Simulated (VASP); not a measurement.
# CNH₂I: harmonic vibrations of a molecule

CNH₂I, molecule in box, 5 atoms in the cell. PBE, harmonic vibrations; PAW potentials N, C, I, H (PBE set).

## Input

INCAR.step1:
```
SYSTEM = H2CIN
PREC     = Accurate       ! precision mode
ENCUT    = 400            ! plane-wave cutoff, eV
EDIFF    = 1E-8           ! SCF threshold, eV
ISMEAR   = 0              ! smearing method
SIGMA    = 0.01           ! smearing width, eV
ISYM     = 0            
LREAL    = .FALSE.        ! projectors in reciprocal space
LASPH    = .TRUE.         ! aspherical terms in the spheres
NELM     = 100            ! most SCF steps
ALGO     = Normal         ! electronic algorithm
LWAVE    = .FALSE.        ! write WAVECAR
LCHARG   = .FALSE.        ! write CHGCAR
IBRION   = 2              ! ionic algorithm
NSW      = 60             ! ionic steps
ISIF     = 2              ! what is computed and relaxed
EDIFFG   = -0.002         ! ionic threshold
POTIM    = 0.5            ! step
```

INCAR.step2, as INCAR.step1 but for:
```
- IBRION = 2
- NSW = 60
- ISIF = 2
- EDIFFG = -0.002
- POTIM = 0.5
+ IBRION = 5
+ NFREE = 2
+ POTIM = 0.015
+ NSW = 1
```

KPOINTS:
```
k-points
0
Gamma
  1 1 1
```

POSCAR.step1:
```
H2CIN
1.0
   13.0000000000      0.0000000000      0.0000000000
    0.0000000000     11.0000000000      0.0000000000
    0.0000000000      0.0000000000     11.0000000000
N C I H
1 1 1 2
Direct
    0.4205307700      0.4491454500      0.5058727300
    0.5069846200      0.4932818200      0.4851000000
    0.6351769200      0.4457454500      0.5918090900
    0.3668230800      0.4813272700      0.4462636400
    0.5284769200      0.5580727300      0.4143727300
```

Commands (each step's output is kept before the next begins):
```
cat potpaw_PBE.64/N/POTCAR potpaw_PBE.64/C/POTCAR potpaw_PBE.64/I/POTCAR potpaw_PBE.64/H/POTCAR > POTCAR
cp INCAR.step1 INCAR
cp POSCAR.step1 POSCAR
mpirun -np 4 vasp_gam > vasp.out
cp CONTCAR POSCAR
cp INCAR.step2 INCAR
mpirun -np 4 vasp_gam > vasp.out
```

## Result

- Vibrations (cm⁻¹; a negative value is imaginary): 3351, 3010, 1635, 1257, 1050, 983, 658, 538, 319
- Zero-point energy (eV): 0.793
- Translations and rotations, which should read zero (cm⁻¹): -25, -3, -2, 2, 6, 10
- Vibrational entropy at 298 K (meV/K): 0.107
- Displaced cells: 30
- Ionic steps, all stages: 65
- Electronic steps, all stages: 955

VASP 6.6.1 took 1215 s on 4 cores (Intel Xeon Platinum 8259CL @ 2.50GHz (Skylake/Cascade Lake)), a shared host.
